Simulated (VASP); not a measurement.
An input for Quantum ESPRESSO's pw.x (written as the equivalent of a VASP run, and not itself run):

```
&CONTROL
  calculation = 'scf'
  pseudo_dir = './pseudo'
  outdir = './out'
  tprnfor = .true.
  tstress = .true.
/
&SYSTEM
  ibrav = 0
  nat = 1
  ntyp = 1
  ecutwfc = 92
  occupations = 'smearing'
  smearing = 'methfessel-paxton'
  degauss = 0.00735
  input_dft = 'pbesol'
/
&ELECTRONS
  conv_thr = 7.3e-09
  electron_maxstep = 100
/
ATOMIC_SPECIES
  Cu 63.546 Cu.upf
CELL_PARAMETERS angstrom
     0.0000000    1.7281504    1.7281504
     1.7281504    0.0000000    1.7281504
     1.7281504    1.7281504    0.0000000
ATOMIC_POSITIONS crystal
  Cu   0.0000000  0.0000000  0.0000000
K_POINTS automatic
  16 16 16 0 0 0
```

### Question
Write the VASP files for the same calculation (PBEsol).

### Answer
One answer among several that fit: 
### INCAR
```
# general
SYSTEM  = Cu
PREC    = Accurate
ENCUT   = 480
LREAL   = .FALSE.   # projection in real space or not
LASPH   = .TRUE.   # aspherical one-centre terms

# electronic loop
EDIFF   = 1E-7   # SCF stop (eV)
NELM    = 100   # most electronic steps
ALGO    = Normal   # blocked Davidson
LMAXMIX = 4   # l cut-off of mixed one-centre charges

# smearing
ISMEAR  = 1
SIGMA   = 0.1   # width (eV)

# functional
GGA     = PS   # PBEsol

# ions
ISIF    = 2   # forces and stress, cell fixed

# output
LWAVE   = .FALSE.
LCHARG  = .FALSE.
```

File KPOINTS:
```
Automatic mesh
0
Gamma
16 16 16
0 0 0
```

**POSCAR**
```
Cu
1
    0.0000000000     1.7281503730     1.7281503730
    1.7281503730     0.0000000000     1.7281503730
    1.7281503730     1.7281503730     0.0000000000
Cu
1
Direct
  0.0000000000   0.0000000000   0.0000000000
```

POTCAR, in this order: Cu (PBE.64 set). Program: vasp_std.

The two are equivalent in intent, not identical: the potentials are each code's own (VASP's PAW set, PseudoDojo norm-conserving files in pw.x), so ENCUT and ecutwfc are chosen apart and not converted; conv_thr bounds pw.x's estimated SCF error, while EDIFF bounds the energy change between steps.

The compound is Cu in the fcc structure. This cell was strained or had an atom moved on purpose.
